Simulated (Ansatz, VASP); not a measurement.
## One calculation of CoC, two programs

INCAR

```
SYSTEM = CoC
ALGO     = Normal         ! electronic algorithm
EDIFF    = 1E-6           ! SCF threshold, eV
EDIFFG   = -0.04          ! ionic threshold
ENCUT    = 600            ! plane-wave cutoff, eV
GGA      = PE             ! functional
IBRION   = 2              ! ionic algorithm
ISIF     = 3              ! what is computed and relaxed
ISMEAR   = 0              ! smearing method
LASPH    = .True.         ! aspherical terms in the spheres
LCHARG   = .False.        ! write CHGCAR
LREAL    = .False.        ! projectors in reciprocal space
LWAVE    = .False.        ! write WAVECAR
NELM     = 80             ! most SCF steps
NSW      = 90             ! ionic steps
PREC     = Accurate       ! precision mode
SIGMA    = 0.1            ! smearing width, eV
```

Contents of KPOINTS:

```
k-points
0
Gamma
  8 8 6
  0 0 0
```

File POSCAR:

```
CoC
1.0
    2.4132307967      0.0000000000      0.0000000000
    0.0000000000      2.4132307967      0.0000000000
    0.0000000000      0.0000000000      3.1630560799
Co C
1 1
Direct
    0.5000000000      0.5000000000      0.5000000000
    0.0000000000      0.0000000000      0.0000000000
```

Input for Ansatz:

```yaml
crystal:
  lattice:
    - [2.4132307967, 0.0, 0.0]
    - [0.0, 2.4132307967, 0.0]
    - [0.0, 0.0, 3.1630560799]
  atoms:
    - { symbol: Co, position: [0.5, 0.5, 0.5] }
    - { symbol: C, position: [0.0, 0.0, 0.0] }
basis:
  ecutwfc: 420
kpoints:
  mp_grid: { grid: [8, 8, 6] }
hamiltonian:
  xc: pbe
scf:
  occupations: { method: gaussian, width: 0.1 }
  lower_state_search: "off"
output:
  forces: true
  stress: true
  eigenvalues: true
relax:
  adjacent_minimum: "off"
  f_tol: 0.04
  max_steps: 70
  cell: { stress_tol: 0.4 }
```

Alike in both runs: task relaxation of cell and atoms; functional PBE; k mesh 8 × 8 × 6; occupations gaussian, width 0.1 eV; no spin polarisation.

```csv
,VASP,Ansatz
version,VASP 6.6.1,Ansatz 0.2.0
potentials or method,"VASP PAW PBE potentials, release 64 (Co, C)","scalar-relativistic, plane waves, PAW"
plane-wave cutoff (eV),600,420
valence electrons in the cell,13,21
```

```csv
,VASP,Ansatz,Ansatz less VASP
"gap on the k mesh at the Fermi level, each at its own relaxed structure (eV)",none,none,-
relaxed volume (Å³/atom),7.68,7.68,+0.004
relaxed cell length with the largest relative difference (Å),2.519,2.508,-0.0109
energy change over the relaxation (meV/atom),-447,-452,-4.7
```

A gap of «none» marks a metal or a gap that the smearing closes. The two sets of potentials don't hold the same shells in valence.

Caveats: the volume moved by over 15 % at a fixed basis, so the end points are rough (VASP). Spin polarisation is off, so any magnetic state and its effect on volume and gap are missing.
